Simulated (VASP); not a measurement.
Input:

```
Pd
1.0
    0.00000     2.04026     2.04026
    2.04026     0.00000     2.04026
    2.04026     2.04026     0.00000
Pd
1
Direct
  0.00000   0.00000   0.00000
```

Computed with vdW-DF2, VASP's PBE PAW potentials (set 64) (plane waves; VASP 6.6.1). Run with 520 eV cut-off, Gaussian smearing of 0.050 eV, potentials Pd.

**Question.** What does the run give for the band gap (along the path) with the smallest direct gap where there is one?

**Answer.** 
```
Item                                                         Result
-------------------------  ----------------------------------------
band gap (along the path)  none (metal, semimetal or under 0.01 eV)
```

Total energies compare only between runs with the same potentials, cut-off and functional.

The compound is Pd in the fcc structure. It was relaxed first, which changed the volume by +15 %.
